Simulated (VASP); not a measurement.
CdSe (wurtzite): the bulk modulus from VASP (plane waves, PAW) at several levels of theory. Static lattice, third-order Birch-Murnaghan fit over five volumes.  The measured value holds thermal and zero-point effects that the static calculation lacks.

| level | bulk modulus (GPa) | error against measurement |
|---|---|---|
| LDA | 57.5 | +7.7 % |
| PBE | 44.6 | -16.6 % |
| PBEsol | 51.8 | -3.1 % |
| AM05 | 48.9 | -8.5 % |
| PBE-D4 | 49.8 | -6.7 % |
| optB88-vdW | 47.0 | -12.0 % |
| rev-vdW-DF2 | 47.6 | -10.8 % |
| revTPSS | 47.4 | -11.3 % |
| SCAN | 52.1 | -2.4 % |
| r2SCAN | 51.4 | -3.7 % |
| r2SCAN+rVV10 | 53.7 | +0.5 % |

Measured: 53.4 GPa (as given by Michael Grünwald et al., The Journal of Chemical Physics (2012), arXiv:1201.2992).

The cell of the LDA run:

```xyz
4
Lattice="2.1313 -3.6914 0.0000 2.1313 3.6914 0.0000 0.0000 0.0000 6.9519" Properties=species:S:1:pos:R:3 pbc="T T T"
Cd     2.1313    -1.2305     3.4760
Cd     2.1313     1.2305     0.0001
Se     2.1313    -1.2305     6.0897
Se     2.1313     1.2305     2.6138
```

Only levels that ran to the end are used. Left out are those held back, those with too coarse a band path, GW runs whose mesh misses a band edge, hybrids' fits of cells that aren't cubic and levels without matching references; a question may draw on a part of the rest.

The compound is CdSe in the wurtzite structure.
